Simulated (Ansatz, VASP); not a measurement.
## Te in two plane-wave programs

Aim: how closely do two programs agree when they are given the same cell, functional and k mesh? The cell is taken from a series of VASP runs on this material, whose earlier steps may have relaxed, scaled or displaced it; both programs get it as it stands.

Method: plane waves, with VASP 6.6.1 beside it; relaxation of cell and atoms at LDA and relaxation of cell and atoms at PBEsol with D3(BJ), in Ansatz 0.2.0.

## Step 1: Set-up

Symmetry: P3_121, No. 152, trigonal system. Conventional cell: a = 4.276 Å, b = 4.276 Å, c = 5.934 Å, α = 90.00°, β = 90.00°, γ = 120.00°. Nearest to Te lie 2 Te at 2.91 Å.

Structure file:

```cif
data_structure
_symmetry_space_group_name_H-M 'P3_121'
_symmetry_Int_Tables_number 152
_cell_length_a 4.2763
_cell_length_b 4.2763
_cell_length_c 5.9342
_cell_angle_alpha 90.000
_cell_angle_beta 90.000
_cell_angle_gamma 120.000
_cell_volume 93.98
loop_
_atom_site_label
_atom_site_type_symbol
_atom_site_symmetry_multiplicity
_atom_site_Wyckoff_symbol
_atom_site_fract_x
_atom_site_fract_y
_atom_site_fract_z
_atom_site_occupancy
Te1 Te 3 a 0.71265 0.71265 0.00000 1
```

## Step 2: Ansatz: relaxation of cell and atoms, LDA

Ansatz runs on its default PAW (the set named soft_2) files.

The relaxed volume is the usual yardstick between codes: its relative difference is about their pressure difference at one cell divided by the bulk modulus.

Contents of input.yaml:

```yaml
crystal:
  lattice:
    - [4.2763429803, 0.0, 0.0]
    - [-2.1381714901, 3.7034216562, 0.0]
    - [0.0, 0.0, 5.9341946549]
  atoms:
    - { symbol: Te, position: [0.7126473753, 0.7126473753, 0.0] }
    - { symbol: Te, position: [1.0, 0.2873526247, 0.6666666667] }
    - { symbol: Te, position: [0.2873526247, 0.0, 0.3333333333] }
hamiltonian:
  xc: lda
  pseudopotentials: { kind: paw }
kpoints:
  mp_grid: { grid: [8, 8, 6] }
scf:
  occupations: { method: gaussian, width: 0.03 }
relax:
  f_tol: 0.01
  max_steps: 60
  cell: { stress_tol: 0.05 }
output:
  forces: true
  stress: true
```

The run is started by

```bash
> ansatz run input.yaml --threads 4 --pin off --max-ram 9216MiB --backend cpu --events-out ev --progress --plain --runs-dir out
```

Numbers of over 12 decimals in the logs are rounded to 6 here.

The log of the run:

```text
Engine: ansatz 0.2.0, aarch64-unknown-linux-gnu
Pseudopotentials: kind: paw
Pseudopotential: Te, paw, valence charge 16, recommended cutoff 420 eV (normal), Te.paw.azcp
Functional definition: SPW92
  exchange = slater_x
  correlation = pw_c
Crystal: 3 atoms, lattice volume = 93.980 Å³
Basis set: ecut = 420 eV, 1837 PW (Γ)
Bands: 29, of which v1, the nominal top of the filled ones, is band 24 counted from 1 (23 counted from 0)
Symmetry: 6 space group operations
Space group: P3121 (ITA 152), of the structure as read, at distance tolerance 4.5e-5 Å
k-points: 50 of 384 (time reversal used)
Non-local potential: Te, projectors of the file, l = 0: 2, l = 1: 2, l = 2: 2, l = 3: 2
PAW form: soft (Blöchl's): semilocal exchange-correlation on the pseudo side does not see the compensation charge
PAW frozen core: Te, regenerated for the run's functional, and the local potential with it (the file was generated under x = pbe(κ = 0.804, μ = 0.219515), c = pbe(β = 0.066725))
PAW one-centre angular grid: Te, 590 points (default); XC on 64 Gauss nodes
Initial density: superposition of atomic densities (neutral atoms: chi_scale 0, normalization atom), corrected by the library's trained network
Initial wavefunctions: pseudopotential atomic-orbital guess
Functional: x = slater, c = lda
SCF iter   1: F=—  HF=-20481.600824 eV  |F-HF|=—  |Δ(HF+E_count)|=         —  Δρ=4.66e-3  dr2=8.46e-3  ethr=1.77e-3  ⟨swp⟩=7.6  Hψ=6750  notcnv=0
preconditioner: auto → Resta (q_TF=auto, 2.439 Å⁻¹)  ε∞=4.4  [insulator: Δε(μ)=0.296 eV  Ē_g=8.793 eV  σ=0.030 eV  W_gap=1.00  n_scr=22 (ndim 8)  ℏωp=16.3 eV  f_vac=0.012  D(μ)=0.00/eV (n_scr^D=0)  ε∞_Penn≈4.4]
SCF iter   2: F=—  HF=-20481.594933 eV  |F-HF|=—  |Δ(HF+E_count)|=   5.89e-3  Δρ=2.50e-3  dr2=2.66e-3  ethr=1.76e-5  ⟨swp⟩=2.0  Hψ=2348  notcnv=0  defer=23
SCF iter   3: F=—  HF=-20481.593862 eV  |F-HF|=—  |Δ(HF+E_count)|=   1.07e-3  Δρ=3.02e-4  dr2=1.03e-4  ethr=5.54e-6  ⟨swp⟩=2.4  Hψ=2603  notcnv=0  defer=23
SCF iter   4: F=—  HF=-20481.593807 eV  |F-HF|=—  |Δ(HF+E_count)|=   5.49e-5  Δρ=7.96e-5  dr2=3.90e-6  ethr=2.14e-7  ⟨swp⟩=2.0  Hψ=2601  notcnv=0  defer=23
SCF iter   5: F=—  HF=-20481.593805 eV  |F-HF|=—  |Δ(HF+E_count)|=   1.82e-6  Δρ=1.64e-5  dr2=2.41e-7  ethr=8.13e-9  ⟨swp⟩=2.0  Hψ=2600  notcnv=0  defer=23
SCF iter   6: F=-20481.593805 eV  HF=-20481.593805 eV  |F-HF|=6.05e-9  |Δ(HF+E_count)|=   1.30e-7  Δρ=3.81e-6  dr2=1.36e-8  ethr=2.08e-10  ⟨swp⟩=5.0  Hψ=4662  notcnv=0
SCF 1 converged in 6 iterations: F = -20481.593805 eV  dr2 = 1.36e-8
  greatest PAW one-centre occupation: 0.999 electrons in one spin orbital (limit 2), on the Te atom at site 0 (counted from 0), in its partial waves of l = 2
relax step   1: F+E_penalty+E_count = -20481.59380485 eV  Δ(F+E_penalty+E_count) = +0.000e0 eV  max|allowed force component| = 2.212e-2 eV/Å  Δτ_max = 0.0000 Å  P = -0.128 GPa  Ω = 93.980 Å³  (6 SCF iters, dr2 threshold 1.00e-7 eV, accepted)
[...]
relax step   2: F+E_penalty+E_count = -20481.59398014 eV  Δ(F+E_penalty+E_count) = -1.753e-4 eV  max|allowed force component| = 4.415e-3 eV/Å  Δτ_max = 0.0034 Å  P = +0.143 GPa  Ω = 93.680 Å³  energy of the carried Pulay correction = +7.688e-5 eV  (6 SCF iters, dr2 threshold 9.99e-8 eV, accepted)
[...]
relax step   3: F+E_penalty+E_count = -20481.59402798 eV  Δ(F+E_penalty+E_count) = -4.784e-5 eV  max|allowed force component| = 3.847e-3 eV/Å  Δτ_max = 0.0003 Å  P = +0.023 GPa  Ω = 93.861 Å³  energy of the carried Pulay correction = +3.061e-5 eV  (6 SCF iters, dr2 threshold 7.14e-8 eV, accepted)
[...]
relax step   4: F+E_penalty+E_count = -20481.59400298 eV  Δ(F+E_penalty+E_count) = +2.499e-5 eV  max|allowed force component| = 3.843e-3 eV/Å  Δτ_max = 0.0000 Å  P = +0.023 GPa  Ω = 93.861 Å³  stress off target by 2.54e-2 GPa  SCF on the basis re-selected at this cell (its energy is not comparable with the rows above)  (8 SCF iters)
basis re-selected at this cell: Δ(F+E_penalty+E_count) = +2.499e-5 eV, ΔP = +0.000 GPa vs the last step (what re-selecting the basis moved, of the pressure what is left beyond the Pulay correction that the steps carried, after the strain that the cell walked since its last selection, with what the two solves' SCF thresholds leave and, on support functions, any second-order correction that the steps lacked; it is no m [...]
SCF converged after 8 iterations
Free energy (F): -20481.594003 eV
Harris-Foulkes:  -20481.594003 eV  (|F-HF|=7.28e-12)
Internal energy: -20481.594003 eV  (E = F + TS)
E sigma→0 (E₀):  -20481.594003 eV
Fermi energy:    9.819796 eV
--- Per-component energies (eV) ---
  E_band       = -756.419465
  E_kinetic    = 545.719449
  E_local      = -3576.258097  (includes V_loc(G=0)·N_el)
  E_nonlocal   = -914.810757
  E_hartree    = 2324.983411
  E_xc         = -372.297972
  E_vxc        = -315.401251  (∫ρ·V_xc dr)
  E_paw        = -13528.831944  (= ΣΔE_a)
  E_vpaw       = -1145.635053  (= ΣTr[D̂ρ^β])
  E_aug_tail   = -0.000583  (compensation charges beyond the density's cutoff)
  E_ewald      = -4962.133493
  E_core_change = 2.035984  (= ΣΔE_core)
  E_smearing   = -0.000000  (= −TS)
  E_closure    = 0.000000  (closes the sum)
  Σ components = -20481.594003   (vs F -20481.594003, Δ=0.00e0)
--- Forces (eV/Å), atoms counted from 1 ---
  atom   1  Te     0.00192128     0.00332775     0.00000000
  atom   2  Te     0.00192128    -0.00332775    -0.00000000
  atom   3  Te    -0.00384256     0.00000000     0.00000000
  max |Σ_I F_I| component: 6.51e-18 eV/Å
--- Stress (GPa, compression-positive) ---
        0.025435       0.000000      -0.000000
       -0.000000       0.025435      -0.000000
       -0.000000      -0.000000       0.017111
  P = ⅓ Tr σ = 0.0227 GPa (0.227 kbar)
--- Relaxed structure (3 steps of the walk, 3 accepted, 1 SCFs on fresh bases) ---
  F+E_penalty+E_count = -20481.59400298 eV   max|allowed force component| = 3.843e-3 eV/Å   (the final SCF, on the basis selected at the relaxed cell)
  cell:  # Å, volume = 93.8606 Å³
    - [4.276606, -2.8869445138197025e-11, 0]
    - [-2.138303, 3.703650, 0]
    - [0, 0, 5.925896]
  atoms:
    - { symbol: Te, position: [0.713360, 0.713360, 0] }
    - { symbol: Te, position: [1.0, 0.286640, 0.666667] }
    - { symbol: Te, position: [0.286640, 0, 0.333333] }
```

Elapsed: 10 s, on 4 threads of Arm Neoverse V1, shared host; peak memory 0.4 GiB.

## Step 3: VASP: relaxation of cell and atoms, LDA

The same cell, functional (in two slightly different forms), mesh and smearing now go to VASP, with its own data sets and cutoff.

Lines of VASP's logs that name or quote its potential files are left out, and so is its time.

Contents of INCAR:

```
SYSTEM = Te
PREC = Accurate
ENCUT = 450
EDIFF = 1E-07
NELM = 100
ISMEAR = 0
SIGMA = 0.03
LREAL = .FALSE.
ALGO = Normal
GGA = CA
NBANDS = 15
LORBIT = 11
LWAVE = .FALSE.
LCHARG = .FALSE.
KPAR = 4
IBRION = 2
NSW = 50
ISIF = 3
EDIFFG = -0.002
```

Contents of POSCAR:

```
Te
1.0
    4.2763429803      0.0000000000      0.0000000000
   -2.1381714901      3.7034216562      0.0000000000
    0.0000000000      0.0000000000      5.9341946549
Te
3
Direct
    0.7126473753      0.7126473753      0.0000000000
    1.0000000000      0.2873526247      0.6666666667
    0.2873526247      0.0000000000      0.3333333333
```

Contents of KPOINTS:

```
Automatic mesh
0
Gamma
8 8 6
0 0 0
```

PAW data sets: Te (LDA family, release 64).

The run is started by

```bash
> mpirun -np 4 vasp_std
```

The log of the run:

```text
[banner, memory and clock lines left out]
running    4 mpi-ranks, on    1 nodes
 distrk:  each k-point on    1 cores,    4 groups
 distr:  one band on    1 cores,    1 groups

 POSCAR found type information on POSCAR Te
 POSCAR found :  1 types and       3 ions
 LDA part: xc-table for (Slater(with rela. corr.)+CA(PZ))
 , standard interpolation
 POSCAR, INCAR and KPOINTS ok, starting setup
 FFT: planning ... GRIDC
 FFT: planning ... GRID_SOFT
 FFT: planning ... GRID
 WAVECAR not read
 entering main loop
       N       E                     dE             d eps       ncg     rms          rms(c)
DAV:   1     0.683871004047E+02    0.68387E+02   -0.60717E+03  1500   0.863E+02
DAV:   2    -0.698443903237E+01   -0.75372E+02   -0.71305E+02  2037   0.136E+02
DAV:   3    -0.113689822318E+02   -0.43845E+01   -0.43551E+01  1780   0.377E+01
DAV:   4    -0.114446945250E+02   -0.75712E-01   -0.75702E-01  2226   0.590E+00
DAV:   5    -0.114456766303E+02   -0.98211E-03   -0.98210E-03  1920   0.577E-01    0.135E+01
DAV:   6    -0.114216965830E+02    0.23980E-01   -0.12282E-02  1941   0.650E-01    0.838E+00
DAV:   7    -0.114125312342E+02    0.91653E-02   -0.25485E-02  1682   0.901E-01    0.257E-01
DAV:   8    -0.114120996222E+02    0.43161E-03   -0.40450E-03  1696   0.371E-01    0.131E-01
DAV:   9    -0.114121103791E+02   -0.10757E-04   -0.11682E-04  2075   0.755E-02    0.713E-02
DAV:  10    -0.114121060024E+02    0.43767E-05   -0.11933E-05  1843   0.212E-02    0.774E-03
DAV:  11    -0.114121056653E+02    0.33705E-06   -0.18125E-06  1955   0.838E-03    0.312E-03
DAV:  12    -0.114121056675E+02   -0.21336E-08   -0.29536E-07  1654   0.307E-03
   1 F= -.11412106E+02 E0= -.11412106E+02  d E =-.114121E+02
 curvature:   0.00 expect dE= 0.000E+00 dE for cont linesearch  0.000E+00
 trial: gam= 0.00000 g(F)=  0.405E-08 g(S)=  0.832E-06 ort = 0.000E+00 (trialstep = 0.100E+01)
 search vector abs. value=  0.836E-06
 bond charge predicted
       N       E                     dE             d eps       ncg     rms          rms(c)
DAV:   1    -0.114121068658E+02   -0.12005E-05   -0.30303E-05  1633   0.257E-02    0.878E-03
DAV:   2    -0.114121062381E+02    0.62777E-06   -0.11614E-06  1829   0.616E-03    0.359E-03
DAV:   3    -0.114121060188E+02    0.21924E-06   -0.16589E-07  1184   0.205E-03    0.138E-03
DAV:   4    -0.114121059184E+02    0.10042E-06   -0.21636E-07  1081   0.216E-03    0.192E-03
DAV:   5    -0.114121059191E+02   -0.72862E-09   -0.16926E-08   841   0.876E-04
   2 F= -.11412106E+02 E0= -.11412106E+02  d E =-.251684E-06
 trial-energy change:   -0.000000  1 .order   -0.000000   -0.000001    0.000000
 step:   0.7501(harm=  0.7501)  dis= 0.00001  next Energy=   -11.412106 (dE=-0.313E-06)
 reached required accuracy - stopping structural energy minimisation
```

From OUTCAR (step 3):

```text
ion  position               nearest neighbor table
   1  0.713  0.713  0.000-   2 2.91   3 2.91   2 3.31   3 3.31   3 3.31   2 3.31
   2  0.000  0.287  0.667-   1 2.91   3 2.91   1 3.31   1 3.31   3 3.31   3 3.31
   3  0.287  0.000  0.333-   1 2.91   2 2.91   1 3.31   1 3.31   2 3.31   2 3.31

  LATTYP: Found a hexagonal cell.
 ALAT       =     4.2763429803
 C/A-ratio  =     1.3876797727

 Subroutine GETGRP returns: Found  6 space group operations
 (whereof  2 operations were pure point group operations)

The static configuration has the point symmetry C_2 .
 The point group associated with its full space group is D_3 .

 Found     50 irreducible k-points:

   k-points           NKPTS =     50   k-points in BZ     NKDIM =     50   number of bands    NBANDS=     15

   dimension x,y,z NGX =    30 NGY =   30 NGZ =   42
   dimension x,y,z NGXF=    60 NGYF=   60 NGZF=   84

   ENCUT  =  450.0 eV  33.07 Ry    5.75 a.u.   7.40  7.40 10.26*2*pi/ulx,y,z

   NELECT =      18.0000    total number of electrons

 k-points in reciprocal lattice and weights: Automatic mesh
   0.00000000  0.00000000  0.00000000       0.003
   0.12500000  0.00000000  0.00000000       0.016
   0.25000000  0.00000000  0.00000000       0.016
   0.37500000  0.00000000  0.00000000       0.016
   0.50000000  0.00000000  0.00000000       0.008
   0.12500000  0.12500000  0.00000000       0.016
   0.25000000  0.12500000  0.00000000       0.031
   0.37500000  0.12500000  0.00000000       0.031
   0.25000000  0.25000000  0.00000000       0.016
[...]
0.25000000  0.25000000  0.50000000       0.016
   0.37500000  0.25000000  0.50000000       0.016

 average (electrostatic) potential at core
       1 -88.9444       2 -88.9444       3 -88.9444

 E-fermi :   6.9040

 k-point     1 :       0.0000    0.0000    0.0000
  band No.  band energies     occupation
    ...
      5       4.2772      2.00000
      6       4.2772      2.00000
      7       5.0445      2.00000
      8       5.0445      2.00000
      9       5.6547      2.00000
     10       7.8661      0.00000
     11       7.8661      0.00000
     12       8.5571      0.00000
     13      11.6393      0.00000
     14      11.6393      0.00000
    ...

 k-point     2 :       0.1250    0.0000    0.0000
  band No.  band energies     occupation
    ...
      5       3.5546      2.00000
      6       3.8321      2.00000
      7       5.5751      2.00000
      8       5.7435      2.00000
      9       6.3544      2.00000
     10       7.3510      0.00000
     11       7.7109      0.00000
     12       8.2689      0.00000
     13      11.1487      0.00000
     14      11.6262      0.00000
    ...

 k-point     3 :       0.2500    0.0000    0.0000
  band No.  band energies     occupation
    ...
      5       2.7146      2.00000
      6       3.2701      2.00000
      7       5.1844      2.00000
      8       6.0100      2.00000
      9       6.1324      2.00000
     10       7.4657      0.00000
     11       7.7764      0.00000
     12       8.7094      0.00000
     13      10.1345      0.00000
     14      12.1519      0.00000
    ...

  Total        0.0023318      0.0023318      0.0012592      0.0000000      0.0000000      0.0000000
  in kB        0.0397587      0.0397587      0.0214709      0.0000000      0.0000000      0.0000000
  external PRESSURE =       0.0336628 kB  Pullay stress =       0.0000000 kB

  energy-cutoff  :      450.00
  volume of cell :       93.97
      direct lattice vectors                 reciprocal lattice vectors
     4.276225131 -0.000000000  0.000000000     0.233851112  0.135014002 -0.000000000
    -2.138112565  3.703319596  0.000000000     0.000000000  0.270028004 -0.000000000
     0.000000000  0.000000000  5.933548577    -0.000000000 -0.000000000  0.168533212

 POSITION                                       TOTAL-FORCE (eV/Angst)
 -----------------------------------------------------------------------------------
      1.52372      2.63917      0.00000        -0.000265     -0.000458     -0.000000
     -0.61439      1.06415      3.95570        -0.000265      0.000458      0.000000
      1.22878     -0.00000      1.97785         0.000529     -0.000000      0.000000
 -----------------------------------------------------------------------------------
    total drift:                               -0.000000     -0.000000      0.000000

  FREE ENERGIE OF THE ION-ELECTRON SYSTEM (eV)
  ---------------------------------------------------
  free  energy   TOTEN  =       -11.4121059191 eV

  energy  without entropy=      -11.4121059191  energy(sigma->0) =      -11.41210592

 reached required accuracy - stopping structural energy minimisation

 total charge
# of ion       s       p       d       tot
------------------------------------------
    1        1.446   1.816   0.051   3.313
    2        1.446   1.816   0.051   3.313
    3        1.446   1.816   0.051   3.313
--------------------------------------------------
tot          4.337   5.448   0.154   9.938

[... 3 further parts left out ...]
```

CONTCAR:

```
Te
   1.00000000000000
     4.2762251307633310   -0.0000000000000015    0.0000000000000000
    -2.1381125653316682    3.7033195955074243    0.0000000000000000
     0.0000000000000000    0.0000000000000000    5.9335485767519742
  Te
     3
Direct
     0.7126492622579078    0.7126492622579078    0.0000000000000000
     0.0000000000000000    0.2873507377420921    0.6666666667000030
     0.2873507377420921    0.0000000000000000    0.3333333332999970
```

## Step 4: Comparison

Known differences besides the potentials themselves: the two LDA forms differ slightly; both relaxations stop at a tolerance, which leaves soft axes loose, and VASP keeps its plane-wave basis; the data sets hold 48 valence electrons in Ansatz (default PAW (the set named soft_2) files) and 18 in VASP; the cutoff is 420 eV in Ansatz and 450 eV in VASP; VASP's log shows a relativistic correction to its local exchange, Ansatz's none; Ansatz adds a Pulay correction to the stress that steers its cell, VASP none. Total energies have different zeros and are not compared.

Compared:

```
                                         quantity  Ansatz   VASP  difference
                                      volume (Å³)   93.86  93.97     -0.11 %
edge a after relaxation, in the typed setting (Å)   4.277  4.276     +0.01 %
edge c after relaxation, in the typed setting (Å)   5.926  5.934     -0.13 %
```

The walks stopped with 0.02 GPa left in Ansatz and 0.00 GPa in VASP; each walk ends within a tolerance, so the volume difference is uncertain by about these residues over the bulk modulus, most in soft cells.

(Part 1 of 2 ends here.)

[Lines on the potential files, build, host, timing and source positions are cut from VASP's logs without a mark.]

[Logs are printed without paths, hosts, clocks, repeated set-up lines and the standing remarks that a program may print on its own settings, such as how far it seeks lower states.]

[Hosts, paths, dates, database ids (printed as entryN), source tags and the programs' standing remarks are cut or masked in the printed files.]
